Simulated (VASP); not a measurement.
All values below come from PBE GGA + U (Dudarev), VASP's PBE PAW potentials (set 64) (plane waves; VASP 6.6.1).

VASP ran on this input.

File KPOINTS:
```
Automatic mesh
0
Gamma
6 6 6
0 0 0
```

### POSCAR
```
MnS
1
    5.2200000000     2.6100000000     2.6100000000
    2.6100000000     5.2200000000     2.6100000000
    2.6100000000     2.6100000000     5.2200000000
Mn S
2 2
Direct
  0.0000000000   0.0000000000   0.0000000000
  0.5000000000   0.5000000000   0.5000000000
  0.2500000000   0.2500000000   0.2500000000
  0.7500000000   0.7500000000   0.7500000000
```

INCAR:
```
SYSTEM  =  MnS
PREC  =  Accurate; ENCUT  =  400; LREAL  =  F
LASPH  =  T
EDIFF  =  1E-6; NELM  =  100; ALGO  =  Normal
LMAXMIX  =  4
ISMEAR  =  0; SIGMA  =  0.05
GGA  =  PE
MAGMOM  =  5.0 -5.0 2*0.0
ISPIN  =  2
LDAUL  =  2 -1
LDAUU  =  4.0 0
LDAUJ  =  0 0
LDAU  =  T; LDAUTYPE  =  2; LDAUPRINT  =  1
ISIF  =  2
LWAVE  =  F; LCHARG  =  F; LORBIT  =  10
```

POTCAR, in this order: Mn_pv S (PBE.64 set). Program: vasp_std.

The run wrote:

### OSZICAR
```
       N       E                     dE             d eps       ncg     rms          rms(c)
DAV:   1     0.332508289181E+03    0.33251E+03   -0.18983E+04  3392   0.148E+03
DAV:   2     0.594525585483E+01   -0.32656E+03   -0.32267E+03  2986   0.429E+02
DAV:   3    -0.248460891565E+02   -0.30791E+02   -0.30241E+02  4145   0.121E+02
DAV:   4    -0.257076687806E+02   -0.86158E+00   -0.86091E+00  3574   0.206E+01
DAV:   5    -0.257218444854E+02   -0.14176E-01   -0.14174E-01  3721   0.323E+00    0.153E+01
DAV:   6    -0.250261985521E+02    0.69565E+00   -0.16536E+01  3607   0.458E+01    0.145E+01
DAV:   7    -0.259202012698E+02   -0.89400E+00   -0.37603E+00  3443   0.141E+01    0.908E+00
DAV:   8    -0.259328368050E+02   -0.12636E-01   -0.49068E-01  3555   0.666E+00    0.424E+00
DAV:   9    -0.259717052711E+02   -0.38868E-01   -0.88719E-02  3336   0.297E+00    0.960E-01
DAV:  10    -0.260065256644E+02   -0.34820E-01   -0.13273E-02  3701   0.196E+00    0.327E-01
DAV:  11    -0.260067350286E+02   -0.20936E-03   -0.28088E-03  3511   0.385E-01    0.231E-01
DAV:  12    -0.260068959631E+02   -0.16093E-03   -0.15561E-04  3770   0.116E-01    0.118E-01
DAV:  13    -0.260069389651E+02   -0.43002E-04   -0.61449E-05  3482   0.829E-02    0.293E-02
DAV:  14    -0.260069387862E+02    0.17891E-06   -0.17514E-05  3900   0.295E-02    0.128E-02
DAV:  15    -0.260069392101E+02   -0.42385E-06   -0.49351E-06  3241   0.181E-02
   1 F= -.26006939E+02 E0= -.26006939E+02  d E =-.354165E-21  mag=    -0.0000
```

### OUTCAR
```
------------------------ aborting loop because EDIFF is reached ----------------------------------------
  FORCE on cell =-STRESS in cart. coord.  units (eV):
  Direction    XX          YY          ZZ          XY          YZ          ZX
  --------------------------------------------------------------------------------------
  Total        0.7313164      0.7313164      0.7313164     -0.0832049     -0.0832049     -0.0832049
  in kB       16.4753398     16.4753398     16.4753398     -1.8744667     -1.8744667     -1.8744667
  external PRESSURE =      16.4753398 kB  Pullay stress =       0.0000000 kB
  volume of cell :       71.12
      direct lattice vectors                 reciprocal lattice vectors
     5.220000000  2.610000000  2.610000000     0.287356322 -0.095785441 -0.095785441
     2.610000000  5.220000000  2.610000000    -0.095785441  0.287356322 -0.095785441
     2.610000000  2.610000000  5.220000000    -0.095785441 -0.095785441  0.287356322
 POSITION                                       TOTAL-FORCE (eV/Angst)
 -----------------------------------------------------------------------------------
      0.00000      0.00000      0.00000        -0.000000      0.000000     -0.000000
      5.22000      5.22000      5.22000        -0.000000      0.000000     -0.000000
      2.61000      2.61000      2.61000         0.000000     -0.000000      0.000000
      7.83000      7.83000      7.83000        -0.000000      0.000000     -0.000000
 -----------------------------------------------------------------------------------
    total drift:                                0.000000     -0.000000     -0.000000
  FREE ENERGIE OF THE ION-ELECTRON SYSTEM (eV)
  ---------------------------------------------------
  free  energy   TOTEN  =       -26.0069392101 eV

  energy  without entropy=      -26.0069392101  energy(sigma->0) =      -26.00693921

 total charge

# of ion       s       p       d       tot
------------------------------------------
    1        0.213   6.165   4.906  11.284
    2        0.213   6.165   4.906  11.284
    3        1.321   2.455   0.000   3.776
    4        1.321   2.455   0.000   3.776
--------------------------------------------------
tot          3.069  17.240   9.812  30.121

 magnetization (x)

# of ion       s       p       d       tot
------------------------------------------
    1        0.025   0.021   4.467   4.512
    2       -0.025  -0.021  -4.467  -4.512
    3        0.000   0.000   0.000   0.000
    4        0.000   0.000   0.000   0.000
--------------------------------------------------
tot          0.000   0.000   0.000   0.000
```
(Selected blocks of OUTCAR.)

The compound is MnS in the rock salt, AFM-II order structure. The cell was not relaxed at this level. The run is one of a series of settings (LDAU = .TRUE., LDAUJ = 0 0, LDAUL = 2 -1, LDAUTYPE = 2, LDAUU = 4.0 0 against the base run), some of them coarse on purpose.
